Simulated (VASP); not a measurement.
# A VASP study of PbS (Galena) (PBE): structure first, properties next

How well does PBE reproduce what experiment finds for PbS (Galena)? The cell is relaxed first, and properties follow on it. The steps: relaxing cell and atoms (PBE), second relaxation, single point with fields (PBE), bands along the symmetry lines (PBE), total and projected DOS (PBE), volume scan with PBE, fit for PBE, core-level energies (PBE) and ionic relaxation at fixed cell (PBE) with a changed input. The start is a cell from a database of measured crystal structures.

Calculated with VASP 6.6.1; PBE; plane waves and PAW (Pb_d, S).

**Measured values to reproduce.**

“The high-pressure alpha/beta phase transition in lead sulphide (PbS): X-ray powder diffraction and quantum mechanical calculations” (2002, arxiv:cond-mat/0210013) reports for PbS, alpha, rock salt (B1), by angle-dispersive powder XRD in DAC, EOS fit (CVT-grown crystals, methanol/ethanol medium, NaCl pressure standard): bulk modulus (b0 from Birch-Murnaghan EOS fit) 51 ± 1.2 GPa [zero-pressure value from EOS fit to compression data].

This is a report of a sequence of runs, with most program output left out.

The database entry behind the starting cell measured cold, at 250 K, so it need not match the best structure at ambient conditions.

**1. The starting structure**

Before any relaxation, the start is as follows. It takes space group Fm-3m (No. 225, cubic). The conventional cell has a = 5.930 Å, b = 5.930 Å, c = 5.930 Å, α = 90.00°, β = 90.00°, γ = 90.00°. Nearest to Pb lie 6 S at 2.96 Å. Nearest to S lie 6 Pb at 2.96 Å. Farther neighbours and most contacts between anions are not listed.

**2. Relaxing cell and atoms (PBE)**

The start need not lie at this functional's minimum. ISIF = 3 frees volume, shape and positions, and EDIFFG sets the threshold on forces and stress at which the search stops. PBE, the usual starting point, adds the gradient of the density.

File INCAR:

```
SYSTEM = PbS
PREC = Accurate
ENCUT = 400
EDIFF = 1E-06
NELM = 100
ISMEAR = 0
SIGMA = 0.05
LREAL = .FALSE.
ALGO = Normal
GGA = PE
NBANDS = 16
LORBIT = 11
LWAVE = .FALSE.
LCHARG = .FALSE.
KPAR = 2
IBRION = 2
NSW = 60
ISIF = 3
EDIFFG = -0.01
```

File POSCAR:

```
PbS
1.0
    0.0000000000      2.9648500000      2.9648500000
    2.9648500000      0.0000000000      2.9648500000
    2.9648500000      2.9648500000      0.0000000000
Pb S
1 1
Direct
    0.0000000000      0.0000000000      0.0000000000
    0.5000000000      0.5000000000      0.5000000000
```

File KPOINTS:

```
Automatic mesh
0
Gamma
6 6 6
0 0 0
```

The projector-augmented-wave data sets are Pb_d and S (PBE family, release 64).

The run is started by

```sh
> mpirun -np 2 vasp_std
```

Wall time 7.2 s (2 MPI ranks of AMD EPYC 9R45, shared host); peak memory 0.26 GiB; 14 s of CPU time.

The gap is read on the k-mesh alone, so it is an upper bound where the band edges lie off the mesh, and a coarse mesh can show a gap where there is none. The run keeps the 48 symmetry operations of its start, so it cannot find a distortion of lower symmetry.

The steps of the relaxation:

```csv
step,energy less that of the first step (eV),largest force (eV/Å),pressure (GPa),volume (Å³)
1,0.0000,0.0000,2.18,52.12
2,-0.0115,0.0000,-0.71,54.85
3,-0.0132,0.0000,0.00,54.12
```

```csv
"conventional cell, symmetrised",before,after,change
a (Å),5.930,6.004,+1.3 %
b (Å),5.930,6.004,+1.3 %
c (Å),5.930,6.004,+1.3 %
volume (Å³/atom),26.06,27.06,+3.8 %
```

Final coordinates:

```xyz
2
Lattice="0.0000 3.0021 3.0021 3.0021 0.0000 3.0021 3.0021 3.0021 0.0000" Properties=species:S:1:pos:R:3 pbc="T T T"
Pb    0.0000    0.0000    0.0000
S     3.0021    3.0021    3.0021
```

This step gave:

```yaml
electrons: 20
bands: 16
irreducible_k_points: 16
symmetry_operations: 48
free_energy_toten: -8.770 eV
fermi_energy: 5.559 eV
pressure: 5.98e-4 GPa
metallic_judged_on_the_points_sampled: no
valence_top_at_k: 0.5, 0, 0
conduction_bottom_at_k: 0.5, 0, 0
least_direct_gap_at_k: 0.5, 0, 0
scf_cycles_over_all_ionic_steps: 29
gap_on_the_k_mesh: 0.4925 eV
least_direct_gap_on_the_k_mesh: 0.4925 eV
```

It ends with forces that vanish by symmetry and a pressure of 0.00 GPa. The volume lies +3.8 % from that of the database's start.

**3. Second relaxation**

A relaxation keeps the plane waves of the cell it began with, so it is repeated from the new cell, on a basis made for it.

INCAR is that of step 2.

File POSCAR:

```
PbS
1.0
    0.0000000000      3.0021302134      3.0021302134
    3.0021302134      0.0000000000      3.0021302134
    3.0021302134      3.0021302134      0.0000000000
Pb S
1 1
Direct
    0.0000000000      0.0000000000      0.0000000000
    0.5000000000      0.5000000000      0.5000000000
```

KPOINTS is that of step 2.

The run is started by

```sh
> mpirun -np 2 vasp_std
```

Run time: 3.4 s. Hardware: 2 MPI ranks; peak memory 0.25 GiB.

Little changed from the start: no atom moved by 0.005 Å and no cell edge by 0.1 %.

This step gave:

| Property | Result |
| --- | --- |
| free energy (TOTEN) | -8.771 eV |
| Fermi energy | 5.555 eV |
| pressure | 0.03543 GPa |
| SCF cycles over all ionic steps | 13 |
| gap on the k-mesh | 0.4923 eV |
| least direct gap on the k-mesh | 0.4923 eV |

It ends with forces that vanish by symmetry and a pressure of 0.04 GPa. The volume moved by under 0.01 %: the run met its threshold at the first step.

**4. Single point with fields (PBE)**

The relaxed cell gets a fresh self-consistent run, on a basis set for its own volume, to fix the density and to check the remaining stress.

Changes to INCAR since step 3:

```diff
@@ -13,7 +13,5 @@
 LWAVE = .FALSE.
-LCHARG = .FALSE.
-KPAR = 2
-IBRION = 2
-NSW = 60
-ISIF = 3
-EDIFFG = -0.01
+LCHARG = .TRUE.
+ISIF = 2
+LELF = .TRUE.
+LVHAR = .TRUE.
```

POSCAR is that of step 3.

KPOINTS is that of step 3.

The run is started by

```sh
> mpirun -np 2 vasp_std
```

Run time: 3.6 s. Hardware: 2 MPI ranks; peak memory 0.21 GiB; 6.3 s of CPU time.

Numbers from this step:

- SCF cycles: 13

Valence electrons inside each PAW sphere by angular momentum. Sphere charges, by row:

```csv
atom,s (e),p (e),d (e),tot (e)
Pb1,1.489,0.486,9.843,11.82
S2,1.349,2.33,0,3.679
```

Electrostatic potential energy in the ac plane of the conventional cell at fractional y = 0.000, with atoms of Pb and S within 0.2 Å of it. With pseudopotentials it is smooth inside the atoms' cores, unlike the true potential.

Ten even steps from '0' (-90 eV) to '9' (3 eV), each cell a mean:
```
01589972015999730
24799996458999863
78999999999999987
99999999999999999
99999999999999999
99999998778999999
46999974336899985
02799851003799951
01799851003799940
14899962114899962
78999986557999997
99999999889999999
99999999999999999
89999999999999998
56899998779999975
13699984126999841
01589971004999720
```
Columns run along a (6.0 Å; values clipped at the 3rd and 97th percentile), rows up along c (6.0 Å), edges of the conventional cell, whose origin can differ from the input's. Atoms in or near the plane, at fractional coordinates: Pb at (0.00, 0.00), Pb at (0.50, 0.50), S at (0.50, 0.00), S at (0.00, 0.50).

ELF in the ac plane of the conventional cell at fractional y = 0.000, with atoms of Pb and S within 0.2 Å of it. It is the smooth field of the valence electrons, not physical close to the nuclei.

Ten even steps from '_' (0.06) to '@' (0.85), each cell a mean:
```
..::++--::##@@%%++##@@@@==::==--..
--====::::**@@@@@@@@@@%%--..--++--
====--....==##%%@@@@%%++::__::--==
::::..____..--==++==--::______..::
++==--..____..::::::..______::--==
@@%%##--....--======--::__::++%%@@
@@@@@@**::::====----++--..--%%@@@@
**%%@@##::--++::....--==::==@@@@##
==%%@@##----==..==..--==::++@@@@++
%%@@@@**::--++--..::====::==%%@@%%
@@@@%%++..::==++==++==--..--##@@@@
####++::____::------::..__..==**##
--::..______..::--::::..____..::::
----::____::++**####**--..__..::--
==++==::..++%%@@@@@@@@##--..--==++
..--++--::##@@@@%%%%@@%%==::====::
==..==----##@@%%==**@@@@++::==--..
```
Columns run along a (6.0 Å), rows up along c (6.0 Å), edges of the conventional cell, whose origin can differ from the input's. Atoms in or near the plane, at fractional coordinates: Pb at (0.00, 0.00), Pb at (0.50, 0.50), S at (0.50, 0.00), S at (0.00, 0.50).

Valence density in the ac plane of the conventional cell at fractional y = 0.000, with atoms of Pb and S within 0.2 Å of it. It is the smooth field of the valence electrons, not physical close to the nuclei.

Ten steps, logarithmic in the rise over the least value, from '_' (0.0 e/Å³) to '@' (7.7 e/Å³), each cell a mean:
```
@@%%**--::--++++==++++==::::++##@@
%%##==::..::==++++++==--....--**##
++==::..__..::--====--::..__::--++
::::..______..::::::....______..::
::::..______..::::::..______....::
==--::..__..::==++==--::__..::--==
++++==::..::==##%%##**--....--==++
==++++--::--**%%@@@@##==::::==++++
..++++--::--**@@@@@@%%++::::==++==
++++==--::--++%%@@%%##==::::--++++
++==--::..::--++****==::....::==++
----::______::------::..____..::--
::::..______..::::::..________..::
----..______::------::..____..::--
**++--....::--==++++==::....::==**
%%##++--::--==++++++++--::::==##%%
@@%%**--::--++++..==++==::::++%%@@
```
Columns run along a (6.0 Å), rows up along c (6.0 Å), edges of the conventional cell, whose origin can differ from the input's. Atoms in or near the plane, at fractional coordinates: Pb at (0.00, 0.00), Pb at (0.50, 0.50), S at (0.50, 0.00), S at (0.00, 0.50).

In this run the pressure is 0.04 GPa, small enough to go on; single stress components reach 0.04 GPa.

**5. Bands along the symmetry lines (PBE)**

The mesh alone shows little of the dispersion and can miss band extrema, so KPOINTS_OPT adds a path through the symmetry points after the self-consistent cycle.

File INCAR:

```
SYSTEM = PbS
PREC = Accurate
ENCUT = 400
EDIFF = 1E-06
NELM = 100
ISMEAR = 0
SIGMA = 0.05
LREAL = .FALSE.
ALGO = Normal
GGA = PE
NBANDS = 22
LORBIT = 11
LWAVE = .FALSE.
LCHARG = .FALSE.
KPAR = 2
```

POSCAR is that of step 4.

KPOINTS is that of step 4.

File KPOINTS_OPT:

```
Line mode
16
Line-mode
Reciprocal
  0.00000000   0.00000000   0.00000000 GAMMA
  0.50000000   0.00000000   0.50000000 X

  0.50000000   0.00000000   0.50000000 X
  0.50000000   0.25000000   0.75000000 W

  0.50000000   0.25000000   0.75000000 W
  0.37500000   0.37500000   0.75000000 K

  0.37500000   0.37500000   0.75000000 K
  0.00000000   0.00000000   0.00000000 GAMMA

  0.00000000   0.00000000   0.00000000 GAMMA
  0.50000000   0.50000000   0.50000000 L

  0.50000000   0.50000000   0.50000000 L
  0.62500000   0.25000000   0.62500000 U

  0.62500000   0.25000000   0.62500000 U
  0.50000000   0.25000000   0.75000000 W

  0.50000000   0.25000000   0.75000000 W
  0.50000000   0.50000000   0.50000000 L

  0.50000000   0.50000000   0.50000000 L
  0.37500000   0.37500000   0.75000000 K

  0.62500000   0.25000000   0.62500000 U
  0.50000000   0.00000000   0.50000000 X
```

The run is started by

```sh
> mpirun -np 2 vasp_std
```

It took 21 s on 2 MPI ranks; peak memory 0.27 GiB; 41 s of CPU time.

Spin-orbit coupling is off here; it can split and shift levels that hold much weight on Pb by tenths of an eV or more.

This step gave:

```yaml
bands: 22
fermi_energy: 5.580 eV
pressure: 0.03302 GPa
least_gap_on_mesh_and_path: 0.4923 eV
least_direct_gap_on_mesh_and_path: 0.4924 eV
valence_top_at_k: 0.5, 0.5, 0.5
```

The electronic bands at the labelled points (eV, zero at the valence-band top; v1 is the highest filled band, c1 the lowest empty one):

```csv
point,v4,v3,v2,v1,c1,c2,c3,c4
Γ,-6.06,-1.96,-1.96,-1.96,5.14,5.14,5.14,6.86
0.47 of the way,-7.07,-2.53,-2.53,-1.33,2.30,4.86,4.86,5.04
X,-7.11,-4.85,-3.17,-3.17,4.06,5.49,5.58,5.58
0.47 of the way,-7.45,-4.67,-3.44,-2.31,4.13,4.20,5.27,6.23
W,-7.78,-4.11,-4.11,-0.91,2.25,4.69,4.69,8.15
0.47 of the way,-7.79,-4.35,-3.57,-1.37,2.69,4.38,4.92,7.07
K,-7.80,-4.45,-2.69,-2.30,3.36,4.12,5.02,6.29
0.47 of the way,-7.68,-2.96,-1.53,-0.48,1.44,2.51,4.20,7.85
Γ,-6.06,-1.96,-1.96,-1.96,5.14,5.14,5.14,6.86
0.47 of the way,-7.21,-1.83,-1.83,-1.16,2.60,3.42,3.42,6.89
L,-8.60,-1.59,-1.59,0.00,0.49,2.08,2.08,8.65
0.47 of the way,-8.37,-2.97,-2.02,-1.17,1.74,2.77,3.72,7.94
U,-7.80,-4.45,-2.69,-2.30,3.36,4.12,5.02,6.29
0.53 of the way,-7.79,-4.35,-3.57,-1.37,2.69,4.38,4.92,7.07
W,-7.78,-4.11,-4.11,-0.91,2.25,4.69,4.69,8.15
0.47 of the way,-8.22,-3.29,-2.92,-0.90,1.72,3.59,4.13,8.04
L,-8.60,-1.59,-1.59,0.00,0.49,2.08,2.08,8.65
0.47 of the way,-8.37,-2.97,-2.02,-1.17,1.74,2.77,3.72,7.94
K,-7.80,-4.45,-2.69,-2.30,3.36,4.12,5.02,6.29
jump to U,-7.80,-4.45,-2.69,-2.30,3.36,4.12,5.02,6.29
0.47 of the way,-7.37,-4.73,-3.03,-2.88,4.01,5.06,5.34,5.55
X,-7.11,-4.85,-3.17,-3.17,4.06,5.49,5.58,5.58
```

Of the projections kept (Pb, S), the largest for each band there, as a share of the weight inside these atoms' spheres; weight between the spheres isn't counted:

```csv
point,v4,v3,v2,v1,c1,c2,c3,c4
Γ,Pb 0.67,S 0.88,S 0.88,S 0.88,Pb 0.87,Pb 0.87,Pb 0.87,Pb 1.00
X,Pb 0.93,S 0.64,S 0.76,S 0.76,Pb 1.00,S 0.66,Pb 0.62,Pb 0.62
W,Pb 0.96,S 0.68,S 0.68,S 0.81,Pb 0.90,S 0.64,S 0.64,Pb 0.84
K,Pb 0.94,S 0.66,S 0.79,S 0.61,Pb 0.50,Pb 0.70,S 0.65,Pb 0.91
Γ,Pb 0.67,S 0.88,S 0.88,S 0.88,Pb 0.87,Pb 0.87,Pb 0.87,Pb 1.00
L,Pb 0.90,S 0.95,S 0.95,S 0.63,Pb 0.73,Pb 1.00,Pb 1.00,S 0.65
```

The path finds the gap of the mesh within 0.02 eV, so the mesh comes close to both band edges.

**6. Total and projected DOS (PBE)**

Here the states are counted by energy and projected on the atoms. The mesh is finer than in the run before.

Changes to INCAR since step 5:

```diff
@@ -5,3 +5,3 @@
 NELM = 100
-ISMEAR = 0
+ISMEAR = -5
 SIGMA = 0.05
@@ -15 +15,2 @@
 KPAR = 2
+NEDOS = 2001
```

POSCAR is that of step 5.

File KPOINTS:

```
Automatic mesh
0
Gamma
8 8 8
0 0 0
```

The run is started by

```sh
> mpirun -np 2 vasp_std
```

Elapsed: 6.6 s, on 2 MPI ranks; peak memory 0.26 GiB; 12 s of CPU time.

Numbers from this step:

```
irreducible k-points           : 29
free energy (TOTEN)            : -8.770 eV
Fermi energy                   : 5.322 eV
pressure                       : 0.05217 GPa
valence top at k               : 0.5, 0, 0
gap on the k-mesh              : 0.4913 eV
least direct gap on the k-mesh : 0.4913 eV
```

The density of states has structure finer than the step of the table below, so its rows give means over 1 eV, whole bins alone (the curve runs from -12.0 to 8.40 eV). Peaks (eV: height): total -11.8: 3.17, -7.9: 2.46, -2.0: 2.48, 4.3: 3.35; S p -2.0: 1.07, -1.0: 0.904, 4.3: 0.717; Pb p -3.0: 0.215, 4.3: 0.841; Pb s -7.9: 1.47, -1.0: 0.274; S s -11.8: 2.01.

States under -12.0 eV and over 8.4 eV are left out. Table of density of states by energy, zero at the valence-band top; means over each step; values in states/eV/cell:

```csv
energy (eV),total,S p,Pb p,Pb s,S s
-10,0,0,0,0,0
-9,0.0105,6.3e-4,1.1e-5,0.00588,1.6e-4
-8,1.55,0.0711,0.00328,0.904,0.0656
-7,0.419,0.0147,0.00101,0.231,0.0569
-6,0.0177,3.2e-4,1.4e-5,0.00938,0.00421
-5,0.0489,0.0124,0.00643,6.6e-4,3.4e-5
-4,0.746,0.212,0.0905,0.00937,0.00224
-3,1.79,0.626,0.176,0.0199,0.00606
-2,2.04,0.845,0.125,0.0560,0.00777
-1,1.32,0.525,0.0597,0.169,0.0101
0,0.0331,0.0120,0.00157,0.00626,3.0e-4
1,0.231,0.0185,0.0633,0.00271,0.0169
2,1.13,0.0940,0.366,0.00997,0.0570
3,1.51,0.168,0.529,0.0132,0.0216
4,2.26,0.417,0.622,0.0139,0.00636
5,0.906,0.229,0.244,0.00284,0.00148
6,0.542,0.0362,0.107,0.00262,0.00192
7,0.877,0.0209,0.116,0.00531,0.00433
```

The gap on this mesh is 0.49 eV. In the top eV of the valence band the largest shares in the PAW spheres are S p 39 % and Pb s 15 %; in the lowest eV of the conduction band, Pb p 27 %, S p 8 % and S s 7 %. The rest lies in smaller channels or between the spheres.

**7. Volume scan with PBE, volume scale 0.94**

An equation of state needs energies on both sides of the minimum, all on one mesh and cutoff.

File INCAR:

```
SYSTEM = PbS
PREC = Accurate
ENCUT = 400
EDIFF = 1E-06
NELM = 100
ISMEAR = 0
SIGMA = 0.05
LREAL = .FALSE.
ALGO = Normal
GGA = PE
NBANDS = 16
LORBIT = 11
LWAVE = .FALSE.
LCHARG = .FALSE.
KPAR = 2
ISIF = 2
```

File POSCAR:

```
PbS
1.0
    0.0000000000      2.9408450536      2.9408450536
    2.9408450536      0.0000000000      2.9408450536
    2.9408450536      2.9408450536      0.0000000000
Pb S
1 1
Direct
    0.0000000000      0.0000000000      0.0000000000
    0.5000000000      0.5000000000      0.5000000000
```

File KPOINTS:

```
Automatic mesh
0
Gamma
6 6 6
0 0 0
```

The run is started by

```sh
> mpirun -np 2 vasp_std
```

Run time: 3.2 s. Hardware: 2 MPI ranks; peak memory 0.24 GiB.

The scan keeps the cell's shape and the fractional positions fixed.

Numbers from this step:

```
SCF cycles                     : 12
bands                          : 16
irreducible k-points           : 16
free energy (TOTEN)            : -8.733 eV
Fermi energy                   : 6.324 eV
pressure                       : 3.782 GPa
gap on the k-mesh              : 0.2678 eV
least direct gap on the k-mesh : 0.2678 eV
```

The pressure here is 3.78 GPa.

**8. Volume scan with PBE, volume scale 0.96**

INCAR is that of step 7.

File POSCAR:

```
PbS
1.0
    0.0000000000      2.9615559124      2.9615559124
    2.9615559124      0.0000000000      2.9615559124
    2.9615559124      2.9615559124      0.0000000000
Pb S
1 1
Direct
    0.0000000000      0.0000000000      0.0000000000
    0.5000000000      0.5000000000      0.5000000000
```

KPOINTS is that of step 7.

The run is started by

```sh
> mpirun -np 2 vasp_std
```

The job ended after 3.2 s (2 MPI ranks; peak memory 0.25 GiB; 5.4 s of CPU time).

This step gave:

```yaml
free_energy_toten: -8.754 eV
fermi_energy: 6.057 eV
pressure: 2.390 GPa
gap_on_the_k_mesh: 0.3490 eV
least_direct_gap_on_the_k_mesh: 0.3490 eV
```

The pressure falls from 3.78 to 2.39 GPa.

The run ends at a pressure of 2.39 GPa.

**9. Volume scan with PBE, volume scale 0.98**

INCAR is that of step 8.

File POSCAR:

```
PbS
1.0
    0.0000000000      2.9819810814      2.9819810814
    2.9819810814      0.0000000000      2.9819810814
    2.9819810814      2.9819810814      0.0000000000
Pb S
1 1
Direct
    0.0000000000      0.0000000000      0.0000000000
    0.5000000000      0.5000000000      0.5000000000
```

KPOINTS is that of step 8.

The run is started by

```sh
> mpirun -np 2 vasp_std
```

Run time: 3.2 s. Hardware: 2 MPI ranks; peak memory 0.25 GiB; 5.3 s of CPU time.

The pressure falls from 2.39 to 1.14 GPa.

The run ends at a pressure of 1.14 GPa.

**10. Volume scan with PBE, volume scale 1**

INCAR is that of step 9.

File POSCAR:

```
PbS
1.0
    0.0000000000      3.0021302134      3.0021302134
    3.0021302134      0.0000000000      3.0021302134
    3.0021302134      3.0021302134      0.0000000000
Pb S
1 1
Direct
    0.0000000000      0.0000000000      0.0000000000
    0.5000000000      0.5000000000      0.5000000000
```

KPOINTS is that of step 9.

The run is started by

```sh
> mpirun -np 2 vasp_std
```

Run time: 3.4 s. Hardware: 2 MPI ranks; peak memory 0.25 GiB.

The pressure falls from 1.14 to 0.04 GPa.

The run ends at a pressure of 0.04 GPa.

**11. Volume scan with PBE, volume scale 1.02**

INCAR is that of step 10.

File POSCAR:

```
PbS
1.0
    0.0000000000      3.0220124499      3.0220124499
    3.0220124499      0.0000000000      3.0220124499
    3.0220124499      3.0220124499      0.0000000000
Pb S
1 1
Direct
    0.0000000000      0.0000000000      0.0000000000
    0.5000000000      0.5000000000      0.5000000000
```

KPOINTS is that of step 10.

The run is started by

```sh
> mpirun -np 2 vasp_std
```

Elapsed: 3.2 s, on 2 MPI ranks; peak memory 0.25 GiB.

The pressure falls from 0.04 to -0.97 GPa.

The run ends at a pressure of -0.97 GPa.

(Part 1 of 2 ends here.)

[Lines on the potential files, build, host, timing and source positions are cut from VASP's logs without a mark.]

[Logs are printed without paths, hosts, clocks, repeated set-up lines and the standing remarks that a program may print on its own settings, such as how far it seeks lower states.]

[Hosts, paths, dates, database ids (printed as entryN), source tags and the programs' standing remarks are cut or masked in the printed files.]

[A measured line is paired with the nearest computed mode of its activity, which favours agreement.]

[In band tables of VASP the shares of atoms and orbitals are scaled to a sum of 1 inside the atoms' spheres.]
